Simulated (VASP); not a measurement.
Computed with PBEsol GGA, VASP's PBE PAW potentials (set 64) (plane waves; VASP).

The input files of a VASP run:

**INCAR**
```
SYSTEM = BN
PREC = Accurate
ENCUT = 650
EDIFF = 1E-7
NELM = 100
ALGO = Normal
LREAL = .FALSE.
LASPH = .TRUE.
ISMEAR = 0
SIGMA = 0.05
GGA = PS
LWAVE = .FALSE.
LCHARG = .FALSE.
IBRION = 6
ISIF = 3
NFREE = 2
POTIM = 0.015
NSW = 1
```

File POSCAR:
```
BN
8.410910
  0.3022948331   0.0000000000   0.0000000000
 -0.1511474165   0.2617950143   0.0000000000
  0.0000000000   0.0000000000   0.4999999950
B N
2 2
Cart
  0.1511475677   0.0872649175   0.4998943708
 -0.0000001511   0.1745300968   0.2498943733
  0.1511475677   0.0872649175   0.3126056210
 -0.0000001511   0.1745300968   0.0626056235
```

File KPOINTS:
```
Automatic mesh
0
G
  9 9 5
0 0 0
```

POTCAR, in this order: B N (PBE.64 set). Program: vasp_std.

Output of the run:

### OUTCAR
```


 TOTAL ELASTIC MODULI (kBar)
 Direction    XX          YY          ZZ          XY          YZ          ZX
 --------------------------------------------------------------------------------
 XX        9512.6875   1410.8818    625.8608     -0.0000      0.0000      0.0000
 YY        1410.8818   9512.6889    625.8608      0.0000     -0.0000     -0.0000
 ZZ         625.8608    625.8608  10503.0608     -0.0000     -0.0000     -0.0000
 XY          -0.0000      0.0000     -0.0000   4050.9032     -0.0000      0.0000
 YZ          -0.0000     -0.0000     -0.0000     -0.0000   3331.0231      0.0000
 ZX           0.0000     -0.0000     -0.0000      0.0000      0.0000   3331.0230
 --------------------------------------------------------------------------------
```
(Selected blocks of OUTCAR.)

The structure comes from a computed database's BN entry (P6_3mc); how it stands against other phases isn't given here. It was relaxed first.
